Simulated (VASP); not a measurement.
Here is the system:

```
NaCl
1.0
    0.00000     2.78889     2.78889
    2.78889     0.00000     2.78889
    2.78889     2.78889     0.00000
Na Cl
1 1
Direct
  0.00000   0.00000   0.00000
  0.50000   0.50000   0.50000
```

All values below come from PBE GGA with D3 dispersion (Becke-Johnson damping), VASP's PBE PAW potentials (set 64) (plane waves; VASP). Numerical set-up: 520 eV cut-off, Gaussian smearing of 0.050 eV, potentials Na_pv Cl.

Problem. Give the energies of bands 5 to 10 at the high-symmetry points, in eV from the valence-band maximum.

Solution. 
| band | Γ | X | U | L | W |
|---|---|---|---|---|---|
| 5 | 0.00 | -1.75 | -1.48 | -2.02 | -1.25 |
| 6 | 0.00 | -0.63 | -1.18 | -0.28 | -1.25 |
| 7 | 0.00 | -0.63 | -0.52 | -0.28 | -0.80 |
| 8 | 5.24 | 7.63 | 8.31 | 7.33 | 8.97 |
| 9 | 11.15 | 8.05 | 9.14 | 10.90 | 9.79 |
| 10 | 11.15 | 11.56 | 10.72 | 11.05 | 9.79 |

The gap is direct, 5.24 eV, from the valence maximum at Γ to the conduction minimum at Γ.

Measured: gap 8.97 eV (computed value off by -3.73 eV), as given by Wei Chen et al., Physical Review Materials (2018), doi:10.1103/physrevmaterials.2.073803.

The compound is NaCl in the rock salt structure. It was relaxed first.
